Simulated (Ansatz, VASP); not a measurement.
# Cross-check of H9C3NO2 (ionic liquid ethylammonium formate at 450 K) between VASP and Ansatz

One calculation is typed for both programs; each brings its own data sets. How far apart do they land? Of the first pair: The structure shown is the start of the Ansatz relaxation below; VASP solves that cell, so the two are compared at the walk's first step.

Method: plane waves, with VASP 6.6.1 beside it; single point at PBEsol, in Ansatz 0.2.0.

**1. Set-up**

The cell holds 225 atoms: 45 C, 15 N, 135 H and 30 O. Its edges and angles: a = 12.991 Å, b = 12.991 Å, c = 12.991 Å, α = 90.0°, β = 90.0°, γ = 90.0°. As first built, before any earlier steps moved the atoms (in the runner's words): 15 ethylammonium, 15 formate placed at random, at 1.03 g/cm^3; overlaps pushed apart, then 10 ps at 700 K with MMFF94 bonds, angles, torsions, charges and radii (Halgren, J. Comput. Chem. 17, 490 (1996)) in harmonic and 12-6 forms; charges of ions scaled by 0.8. Snapshot after 30 ps at 450 K and fixed volume. The cell carries charge −1.

**2. Ansatz: relaxation, PBEsol**

Ansatz runs on its default PAW (the set named soft_2) files.

The two programs are compared at the cell with which this relaxation starts, whose forces are those of its first step.

Input file input.yaml:

```yaml
crystal:
  lattice:
    - [12.99138, 0.0, 0.0]
    - [0.0, 12.99138, 0.0]
    - [0.0, 0.0, 12.99138]
  atoms:
    - { symbol: C, position: [0.81509, 0.85531, 0.54097] }
    - { symbol: C, position: [0.80339, 0.87107, 0.43427] }
    - { symbol: "N", position: [0.90208, 0.89577, 0.38294] }
    - { symbol: H, position: [0.78726, 0.92281, 0.57486] }
    - { symbol: H, position: [0.7626, 0.79491, 0.56119] }
    - { symbol: H, position: [0.89773, 0.83905, 0.56112] }
    - { symbol: H, position: [0.76751, 0.80283, 0.39794] }
    - { symbol: H, position: [0.75088, 0.93269, 0.41974] }
    - { symbol: H, position: [0.90098, 0.87198, 0.31044] }
    - { symbol: H, position: [0.96029, 0.85394, 0.42239] }
    - { symbol: H, position: [0.915, 0.97098, 0.39093] }
    - { symbol: C, position: [0.45737, 0.73377, 0.01293] }
    - { symbol: C, position: [0.55965, 0.73175, 0.965] }
    - { symbol: "N", position: [0.61503, 0.82924, 0.00495] }
    - { symbol: H, position: [0.46461, 0.7225, 0.09135] }
    - { symbol: H, position: [0.43057, 0.81079, 0.01197] }
    - { symbol: H, position: [0.39931, 0.67785, 0.98941] }
    - { symbol: H, position: [0.60311, 0.66321, 0.98693] }
    - { symbol: H, position: [0.55472, 0.73696, 0.88384] }
    - { symbol: H, position: [0.69135, 0.82584, 0.98674] }
    - { symbol: H, position: [0.60513, 0.82092, 0.08088] }
    - { symbol: H, position: [0.58757, 0.89964, 0.98103] }
    - { symbol: C, position: [0.48001, 0.5006, 0.17736] }
    - { symbol: C, position: [0.55272, 0.42419, 0.22414] }
    - { symbol: "N", position: [0.55932, 0.33495, 0.15475] }
    - { symbol: H, position: [0.51069, 0.55057, 0.12238] }
    - { symbol: H, position: [0.42098, 0.45801, 0.13455] }
    - { symbol: H, position: [0.44811, 0.55436, 0.23698] }
    - { symbol: H, position: [0.62951, 0.45546, 0.22156] }
    - { symbol: H, position: [0.52649, 0.3954, 0.29863] }
    - { symbol: H, position: [0.59973, 0.27942, 0.1953] }
    - { symbol: H, position: [0.59296, 0.35164, 0.08622] }
    - { symbol: H, position: [0.49705, 0.28726, 0.14539] }
    - { symbol: C, position: [0.45871, 0.32655, 0.53567] }
    - { symbol: C, position: [0.57281, 0.29313, 0.52397] }
    - { symbol: "N", position: [0.63445, 0.28661, 0.61668] }
    - { symbol: H, position: [0.41662, 0.25642, 0.55362] }
    - { symbol: H, position: [0.43909, 0.37739, 0.59522] }
    - { symbol: H, position: [0.41584, 0.36078, 0.47243] }
    - { symbol: H, position: [0.57603, 0.21951, 0.4876] }
    - { symbol: H, position: [0.61809, 0.34596, 0.48218] }
    - { symbol: H, position: [0.63491, 0.34878, 0.65723] }
    - { symbol: H, position: [0.70947, 0.27228, 0.59171] }
    - { symbol: H, position: [0.60561, 0.2173, 0.65705] }
    - { symbol: C, position: [0.71132, 0.13341, 0.85478] }
    - { symbol: C, position: [0.78334, 0.16954, 0.93862] }
    - { symbol: "N", position: [0.75685, 0.12641, 0.03921] }
    - { symbol: H, position: [0.71303, 0.04676, 0.86404] }
    - { symbol: H, position: [0.6326, 0.15318, 0.86321] }
    - { symbol: H, position: [0.73056, 0.152, 0.77154] }
    - { symbol: H, position: [0.86801, 0.15788, 0.91781] }
    - { symbol: H, position: [0.79372, 0.25152, 0.94239] }
    - { symbol: H, position: [0.79448, 0.16737, 0.09758] }
    - { symbol: H, position: [0.77924, 0.05111, 0.04562] }
    - { symbol: H, position: [0.67963, 0.13243, 0.04913] }
    - { symbol: C, position: [0.38626, 0.38272, 0.80804] }
    - { symbol: C, position: [0.38923, 0.39644, 0.9213] }
    - { symbol: "N", position: [0.29935, 0.35105, 0.96375] }
    - { symbol: H, position: [0.34608, 0.31295, 0.78784] }
    - { symbol: H, position: [0.35918, 0.45072, 0.77521] }
    - { symbol: H, position: [0.46548, 0.36884, 0.7823] }
    - { symbol: H, position: [0.4473, 0.35406, 0.96509] }
    - { symbol: H, position: [0.39742, 0.47942, 0.94416] }
    - { symbol: H, position: [0.25707, 0.41347, 0.95875] }
    - { symbol: H, position: [0.31225, 0.33114, 0.0354] }
    - { symbol: H, position: [0.27045, 0.28278, 0.93008] }
    - { symbol: C, position: [0.90746, 0.92423, 0.77351] }
    - { symbol: C, position: [0.99876, 0.85521, 0.75223] }
    - { symbol: "N", position: [0.02464, 0.78341, 0.84201] }
    - { symbol: H, position: [0.92299, 0.96456, 0.84365] }
    - { symbol: H, position: [0.88781, 0.97388, 0.71194] }
    - { symbol: H, position: [0.83338, 0.89804, 0.78656] }
    - { symbol: H, position: [0.98878, 0.79761, 0.68908] }
    - { symbol: H, position: [0.06419, 0.90044, 0.74335] }
    - { symbol: H, position: [0.96174, 0.7573, 0.8794] }
    - { symbol: H, position: [0.07934, 0.81071, 0.89148] }
    - { symbol: H, position: [0.05118, 0.722, 0.80155] }
    - { symbol: C, position: [0.88825, 0.60277, 0.41142] }
    - { symbol: C, position: [0.85939, 0.48858, 0.42564] }
    - { symbol: "N", position: [0.88374, 0.44763, 0.5332] }
    - { symbol: H, position: [0.8401, 0.65152, 0.45814] }
    - { symbol: H, position: [0.96371, 0.60873, 0.44462] }
    - { symbol: H, position: [0.89454, 0.61793, 0.33042] }
    - { symbol: H, position: [0.77492, 0.494, 0.42481] }
    - { symbol: H, position: [0.88826, 0.43409, 0.36916] }
    - { symbol: H, position: [0.8431, 0.49306, 0.58338] }
    - { symbol: H, position: [0.96286, 0.45446, 0.54158] }
    - { symbol: H, position: [0.86053, 0.37787, 0.54338] }
    - { symbol: C, position: [0.18346, 0.23152, 0.61178] }
    - { symbol: C, position: [0.07118, 0.22528, 0.64182] }
    - { symbol: "N", position: [0.02054, 0.1931, 0.54599] }
    - { symbol: H, position: [0.21332, 0.16334, 0.57192] }
    - { symbol: H, position: [0.19987, 0.29858, 0.55733] }
    - { symbol: H, position: [0.2323, 0.23499, 0.6835] }
    - { symbol: H, position: [0.05915, 0.16914, 0.70615] }
    - { symbol: H, position: [0.03656, 0.30126, 0.66341] }
    - { symbol: H, position: [0.94013, 0.18986, 0.54732] }
    - { symbol: H, position: [0.03512, 0.11508, 0.53319] }
    - { symbol: H, position: [0.04459, 0.2375, 0.48321] }
    - { symbol: C, position: [0.15459, 0.60824, 0.27297] }
    - { symbol: C, position: [0.18031, 0.70452, 0.21487] }
    - { symbol: "N", position: [0.14506, 0.70781, 0.1078] }
    - { symbol: H, position: [0.17182, 0.62609, 0.35841] }
    - { symbol: H, position: [0.07052, 0.58529, 0.27529] }
    - { symbol: H, position: [0.20412, 0.54523, 0.25848] }
    - { symbol: H, position: [0.15202, 0.77189, 0.25649] }
    - { symbol: H, position: [0.26815, 0.70056, 0.21895] }
    - { symbol: H, position: [0.18999, 0.66019, 0.06129] }
    - { symbol: H, position: [0.16249, 0.77871, 0.0788] }
    - { symbol: H, position: [0.06833, 0.69059, 0.09436] }
    - { symbol: C, position: [0.57888, 0.99013, 0.34816] }
    - { symbol: C, position: [0.49905, 0.95506, 0.26434] }
    - { symbol: "N", position: [0.42974, 0.03917, 0.24201] }
    - { symbol: H, position: [0.59625, 0.91973, 0.3971] }
    - { symbol: H, position: [0.65012, 0.02422, 0.32221] }
    - { symbol: H, position: [0.5455, 0.04686, 0.39795] }
    - { symbol: H, position: [0.53658, 0.93054, 0.19462] }
    - { symbol: H, position: [0.45001, 0.89012, 0.29321] }
    - { symbol: H, position: [0.41867, 0.0873, 0.30706] }
    - { symbol: H, position: [0.36242, 0.02173, 0.19857] }
    - { symbol: H, position: [0.47211, 0.09071, 0.19914] }
    - { symbol: C, position: [0.37644, 0.87222, 0.72594] }
    - { symbol: C, position: [0.34332, 0.98306, 0.71666] }
    - { symbol: "N", position: [0.395, 0.04081, 0.79611] }
    - { symbol: H, position: [0.37615, 0.84946, 0.64644] }
    - { symbol: H, position: [0.44427, 0.86358, 0.77263] }
    - { symbol: H, position: [0.31051, 0.8268, 0.76446] }
    - { symbol: H, position: [0.3609, 0.03041, 0.65834] }
    - { symbol: H, position: [0.25873, 0.99165, 0.72318] }
    - { symbol: H, position: [0.34578, 0.10576, 0.81342] }
    - { symbol: H, position: [0.46662, 0.06505, 0.77736] }
    - { symbol: H, position: [0.41186, 0.00746, 0.86544] }
    - { symbol: C, position: [0.41587, 0.58083, 0.50025] }
    - { symbol: C, position: [0.38582, 0.69172, 0.5187] }
    - { symbol: "N", position: [0.49085, 0.73323, 0.54885] }
    - { symbol: H, position: [0.47896, 0.56699, 0.44695] }
    - { symbol: H, position: [0.45522, 0.55704, 0.56734] }
    - { symbol: H, position: [0.35953, 0.52173, 0.47312] }
    - { symbol: H, position: [0.36941, 0.74017, 0.44281] }
    - { symbol: H, position: [0.32991, 0.70067, 0.58144] }
    - { symbol: H, position: [0.52089, 0.68678, 0.60588] }
    - { symbol: H, position: [0.50267, 0.80789, 0.56759] }
    - { symbol: H, position: [0.53176, 0.71657, 0.4862] }
    - { symbol: C, position: [0.11576, 0.1334, 0.30834] }
    - { symbol: C, position: [0.12307, 0.11246, 0.1998] }
    - { symbol: "N", position: [0.0193, 0.12859, 0.14837] }
    - { symbol: H, position: [0.09465, 0.2156, 0.30674] }
    - { symbol: H, position: [0.047, 0.0944, 0.34672] }
    - { symbol: H, position: [0.19111, 0.12111, 0.34696] }
    - { symbol: H, position: [0.17213, 0.16731, 0.15754] }
    - { symbol: H, position: [0.13862, 0.03144, 0.19111] }
    - { symbol: H, position: [0.00075, 0.20554, 0.13997] }
    - { symbol: H, position: [0.95548, 0.08603, 0.17564] }
    - { symbol: H, position: [0.04307, 0.09975, 0.07752] }
    - { symbol: C, position: [0.05255, 0.3952, 0.87305] }
    - { symbol: C, position: [0.95087, 0.44304, 0.84733] }
    - { symbol: "N", position: [0.89378, 0.44184, 0.94222] }
    - { symbol: H, position: [0.08339, 0.44276, 0.93713] }
    - { symbol: H, position: [0.03309, 0.31555, 0.88569] }
    - { symbol: H, position: [0.09397, 0.40564, 0.80423] }
    - { symbol: H, position: [0.94944, 0.52645, 0.82137] }
    - { symbol: H, position: [0.89968, 0.40534, 0.79146] }
    - { symbol: H, position: [0.90664, 0.38228, 0.98629] }
    - { symbol: H, position: [0.82244, 0.45866, 0.93123] }
    - { symbol: H, position: [0.91948, 0.51022, 0.98469] }
    - { symbol: O, position: [0.30979, 0.9033, 0.1209] }
    - { symbol: C, position: [0.25363, 0.91724, 0.04448] }
    - { symbol: O, position: [0.21543, 0.85064, 0.98304] }
    - { symbol: H, position: [0.21559, 0.99187, 0.03391] }
    - { symbol: O, position: [0.98093, 0.85472, 0.20022] }
    - { symbol: C, position: [0.93832, 0.88777, 0.12131] }
    - { symbol: O, position: [0.88953, 0.97243, 0.11234] }
    - { symbol: H, position: [0.95303, 0.84742, 0.04928] }
    - { symbol: O, position: [0.82393, 0.77132, 0.93874] }
    - { symbol: C, position: [0.83617, 0.68094, 0.97142] }
    - { symbol: O, position: [0.92074, 0.63979, 0.99645] }
    - { symbol: H, position: [0.76954, 0.62901, 0.97192] }
    - { symbol: O, position: [0.71549, 0.49224, 0.62411] }
    - { symbol: C, position: [0.66494, 0.54736, 0.68388] }
    - { symbol: O, position: [0.58447, 0.59743, 0.66995] }
    - { symbol: H, position: [0.70757, 0.57709, 0.75154] }
    - { symbol: O, position: [0.56018, 0.93123, 0.61234] }
    - { symbol: C, position: [0.59045, 0.02276, 0.60743] }
    - { symbol: O, position: [0.56279, 0.09491, 0.66454] }
    - { symbol: H, position: [0.6332, 0.03865, 0.53643] }
    - { symbol: O, position: [0.76883, 0.31335, 0.23433] }
    - { symbol: C, position: [0.84817, 0.33863, 0.18926] }
    - { symbol: O, position: [0.90349, 0.29931, 0.11687] }
    - { symbol: H, position: [0.86258, 0.42196, 0.20156] }
    - { symbol: O, position: [0.54932, 0.14971, 0.06468] }
    - { symbol: C, position: [0.48383, 0.08893, 0.01829] }
    - { symbol: O, position: [0.51697, 0.01536, 0.96481] }
    - { symbol: H, position: [0.40323, 0.08719, 0.03751] }
    - { symbol: O, position: [0.09098, 0.49976, 0.52493] }
    - { symbol: C, position: [0.12703, 0.44184, 0.45886] }
    - { symbol: O, position: [0.08199, 0.35944, 0.43605] }
    - { symbol: H, position: [0.21742, 0.4405, 0.44784] }
    - { symbol: O, position: [0.58562, 0.70758, 0.35952] }
    - { symbol: C, position: [0.6322, 0.70618, 0.27256] }
    - { symbol: O, position: [0.65048, 0.78581, 0.2179] }
    - { symbol: H, position: [0.66592, 0.62962, 0.24519] }
    - { symbol: O, position: [0.21372, 0.5652, 0.94888] }
    - { symbol: C, position: [0.20803, 0.61252, 0.86801] }
    - { symbol: O, position: [0.13356, 0.62164, 0.81136] }
    - { symbol: H, position: [0.29076, 0.63495, 0.83429] }
    - { symbol: O, position: [0.08208, 0.12515, 0.95577] }
    - { symbol: C, position: [0.15554, 0.108, 0.89559] }
    - { symbol: O, position: [0.2309, 0.16695, 0.87714] }
    - { symbol: H, position: [0.1549, 0.01727, 0.86642] }
    - { symbol: O, position: [0.36892, 0.21291, 0.31357] }
    - { symbol: C, position: [0.32618, 0.27994, 0.25397] }
    - { symbol: O, position: [0.34068, 0.303, 0.16136] }
    - { symbol: H, position: [0.26481, 0.33168, 0.29237] }
    - { symbol: O, position: [0.06993, 0.86474, 0.49193] }
    - { symbol: C, position: [0.13501, 0.92496, 0.52507] }
    - { symbol: O, position: [0.1218, 0.01832, 0.55063] }
    - { symbol: H, position: [0.20522, 0.88817, 0.54996] }
    - { symbol: O, position: [0.80423, 0.23292, 0.51716] }
    - { symbol: C, position: [0.79819, 0.18931, 0.43015] }
    - { symbol: O, position: [0.87049, 0.14104, 0.38217] }
    - { symbol: H, position: [0.71778, 0.17166, 0.40137] }
    - { symbol: O, position: [0.70209, 0.36422, 0.81613] }
    - { symbol: C, position: [0.6644, 0.40416, 0.89882] }
    - { symbol: O, position: [0.69384, 0.39684, 0.9906] }
    - { symbol: H, position: [0.58351, 0.43823, 0.89519] }
total_charge: -1
kpoints:
  mp_grid: { grid: [1, 1, 1] }
hamiltonian:
  xc: pbesol
scf:
  occupations: { method: fermi_dirac, width: 0.01 }
  lower_state_search: "off"
output:
  forces: true
magnetization:
  spin_polarized: true
  initial_magnetization: 1
relax:
  f_tol: 0.05
  max_steps: 90
```

Command:

```console
> ansatz run input.yaml --threads 4 --pin off --max-ram 8192MiB --backend cpu --events-out ev --progress --plain --runs-dir out
```

Numbers of over 12 decimals in the logs are rounded to 6 here.

What it wrote:

```text
Engine: ansatz 0.2.0, x86_64-unknown-linux-gnu
Pseudopotentials: kind: paw
Pseudopotential: C, paw, valence charge 4, recommended cutoff 420 eV (normal), C.paw.azcp
Pseudopotential: N, paw, valence charge 5, recommended cutoff 420 eV (normal), N.paw.azcp
Pseudopotential: H, paw, valence charge 1, recommended cutoff 420 eV (normal), H.paw.azcp
Pseudopotential: O, paw, valence charge 6, recommended cutoff 420 eV (normal), O.paw.azcp
Functional definition: PBEsol
  exchange = pbesol_x
  correlation = pbesol_c
Crystal: 225 atoms, lattice volume = 2192.633 Å³
Basis set: ecut = 420 eV, 42931 PW (Γ), exchange–correlation on 180×180×180 points (8 copies of the dense FFT grid, shifted against one another)
Bands: 511, of which v1, the nominal top of the filled ones, is band 286 counted from 1 (285 counted from 0)
Symmetry: 1 space group operations
Space group: P1 (ITA 1), of the structure as read, at distance tolerance 1.3e-4 Å
Magnetic group: BNS 1.1 (UNI 1), of the structure as read, at distance tolerance 1.3e-4 Å
k-points: 1
Non-local potential: C, projectors of the file, l = 0: 2, l = 1: 2, l = 2: 1
Non-local potential: N, projectors of the file, l = 0: 2, l = 1: 2, l = 2: 1
Non-local potential: H, projectors of the file, l = 0: 2, l = 1: 1
Non-local potential: O, projectors of the file, l = 0: 2, l = 1: 2, l = 2: 1
PAW form: soft (Blöchl's): semilocal exchange-correlation on the pseudo side does not see the compensation charge
PAW frozen core: C, regenerated for the run's functional, and the local potential with it (the file was generated under x = pbe(κ = 0.804, μ = 0.219515), c = pbe(β = 0.066725))
PAW frozen core: N, regenerated for the run's functional, and the local potential with it (the file was generated under x = pbe(κ = 0.804, μ = 0.219515), c = pbe(β = 0.066725))
PAW frozen core: O, regenerated for the run's functional, and the local potential with it (the file was generated under x = pbe(κ = 0.804, μ = 0.219515), c = pbe(β = 0.066725))
PAW one-centre angular grid: C, 110 points (default); XC on 64 Gauss nodes
PAW one-centre angular grid: N, 110 points (default); XC on 64 Gauss nodes
PAW one-centre angular grid: H, 110 points (default); XC on 64 Gauss nodes
PAW one-centre angular grid: O, 110 points (default); XC on 64 Gauss nodes
Starting moments: Σ|m| = 1 μB on 225 of 225 sites
Initial wavefunctions: pseudopotential atomic-orbital guess
Functional: x = pbesol(κ = 0.804, μ = 0.123457), c = pbesol(β = 0.046)
SCF iter   1: F=—  HF=-35836.791661 eV  |F-HF|=—  |Δ(HF+E_count)|=         —  Δρ=5.73e-2 (↑5.71e-2 ↓5.73e-2)  dr2=3.17e2  dr2_m=2.77e-2  M=1.000 μB ∫|m|=1.025 μB  β_m=1.00  ethr=3.10e-3  ⟨swp⟩=6.0  Hψ=4726  notcnv=0  defer=84
preconditioner: auto → Resta (q_TF=auto, 2.180 Å⁻¹)  ε∞=2.3  [insulator: Δε(μ)=0.410 eV  Ē_g=14.524 eV  σ=0.010 eV  W_gap=1.00  n_scr=388 (ndim 8)  ℏωp=16.8 eV  f_vac=0.103  D(μ)=0.00/eV (n_scr^D=0)  ε∞_Penn≈2.3]
[...]
Mixer restart at iter 6: flushing history
spin-set hold released at iteration 6 (site moments contracting): the magnetisation degrees of freedom join the quasi-Newton model from the next iteration; the mixer history was flushed
SCF iter   7: F=—  HF=-35727.264553 eV  |F-HF|=—  |Δ(HF+E_count)|=   7.97e-2  Δρ=3.05e-3 (↑3.05e-3 ↓1.35e-3)  dr2=5.22e-1  dr2_m=6.64e-2  M=0.991 μB ∫|m|=1.060 μB  β_m=0.26  ethr=2.10e-4  ⟨swp⟩=5.0  Hψ=1552  notcnv=0  defer=423
[...]
- { symbol: H, position: [0.402620, 0.099106, 0.253686] }
    - { symbol: H, position: [0.363009, -0.017872, 0.202912] }
    - { symbol: H, position: [0.478770, 0.038063, 0.161084] }
    - { symbol: C, position: [0.314031, 0.860223, 0.776312] }
    - { symbol: C, position: [0.329048, 0.958808, 0.716400] }
    - { symbol: N, position: [0.386257, 0.037017, 0.776265] }
    - { symbol: H, position: [0.269604, 0.803617, 0.731510] }
    - { symbol: H, position: [0.388834, 0.825084, 0.795135] }
    - { symbol: H, position: [0.272591, 0.872674, 0.849417] }
    - { symbol: H, position: [0.374842, -0.055886, 0.646476] }
    - { symbol: H, position: [0.254928, 0.991869, 0.691091] }
[...]
- { symbol: C, position: [0.407951, 0.625277, 0.485764] }
    - { symbol: C, position: [0.431759, 0.738612, 0.496753] }
    - { symbol: N, position: [0.543607, 0.756326, 0.507476] }
[...]
- { symbol: C, position: [0.093623, 0.159993, 0.308442] }
    - { symbol: C, position: [0.110873, 0.133416, 0.196864] }
    - { symbol: N, position: [0.014238, 0.136969, 0.136622] }
[...]
- { symbol: C, position: [0.021314, 0.404960, 0.849775] }
    - { symbol: C, position: [0.905452, 0.399387, 0.855545] }
    - { symbol: N, position: [0.868913, 0.425135, 0.960367] }
[...]
- { symbol: O, position: [0.265189, 0.902472, 0.155859] }
[...]
- { symbol: O, position: [0.160172, 0.872417, 1.021644] }
[...]
- { symbol: O, position: [0.932440, 0.828236, 0.202556] }
[...]
- { symbol: O, position: [0.877168, 0.983869, 0.151381] }
[...]
- { symbol: O, position: [0.834624, 0.765581, 0.923090] }
[...]
- { symbol: O, position: [0.917759, 0.625236, 0.981760] }
[...]
- { symbol: O, position: [0.719653, 0.558227, 0.590364] }
[...]
- { symbol: O, position: [0.614563, 0.662512, 0.679877] }
[...]
- { symbol: C, position: [0.328550, 0.286047, 0.260112] }
[...]
- { symbol: H, position: [0.254661, 0.320904, 0.288124] }
[...]
- { symbol: C, position: [0.143979, 0.906775, 0.519213] }
[...]
- { symbol: H, position: [0.226409, 0.884879, 0.534834] }
    - { symbol: O, position: [0.834071, 0.228850, 0.563008] }
    - { symbol: C, position: [0.815425, 0.166734, 0.488379] }
    - { symbol: O, position: [0.877855, 0.105445, 0.450847] }
    - { symbol: H, position: [0.735576, 0.169568, 0.455469] }
    - { symbol: O, position: [0.669550, 0.384717, 0.817565] }
    - { symbol: C, position: [0.627628, 0.437292, 0.886175] }
    - { symbol: O, position: [0.657411, 0.443202, 0.979417] }
    - { symbol: H, position: [0.558635, 0.484438, 0.865039] }
```

(Continued in part 2 of 4.)

[Lines on the potential files, build, host, timing and source positions are cut from VASP's logs without a mark.]

[Logs are printed without paths, hosts, clocks, repeated set-up lines and the standing remarks that a program may print on its own settings, such as how far it seeks lower states.]

[Hosts, paths, dates, database ids (printed as entryN), source tags and the programs' standing remarks are cut or masked in the printed files.]

[The MMFF94 radii named for the starting cell were scaled by 0.96; in molecules described by MMFF94, hydrogen bound to N, O or S took a small fixed 12-6 site in their place.]
